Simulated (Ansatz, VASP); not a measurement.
**One calculation of Al3B2P, two programs**

```
Al B P
1.0
     3.62542    0.00000    0.00000
    -1.81271    3.13971    0.00000
     0.00000    0.00000    7.13135
Al B P
3 2 1
Direct
  0.66667 0.33333 0.50000
  0.00000 0.00000 0.00000
  0.00000 0.00000 0.50000
  0.33333 0.66667 0.24282
  0.33333 0.66667 0.75718
  0.66667 0.33333 0.00000
```

Change from the starting cell: species swapped into the Ce2Si3Ni type (P-6m2, No. 187).

Alike in both runs: task relaxation of cell and atoms; functional PBE; k mesh 6 × 6 × 4; occupations gaussian, width 0.1 eV; no spin polarisation.

|  | VASP | Ansatz |
| --- | --- | --- |
| version | VASP 6.6.1 | Ansatz 0.2.0 |
| potentials or method | VASP PAW PBE potentials, release 64 (Al, B, P) | scalar-relativistic, plane waves, PAW |
| plane-wave cutoff (eV) | 600 | 420 |
| valence electrons in the cell | 20 | 20 |

|  | VASP | Ansatz | Ansatz less VASP |
| --- | --- | --- | --- |
| gap on the k mesh at the Fermi level, each at its own relaxed structure (eV) | none | none | - |
| relaxed volume (Å³/atom) | 14.55 | 14.54 | -0.011 |
| relaxed cell length with the largest relative difference (Å) | 5.361 | 5.346 | -0.0157 |
| energy change over the relaxation (meV/atom) | -951 | -953 | -2.6 |

A gap of «none» marks a metal or a gap that the smearing closes.
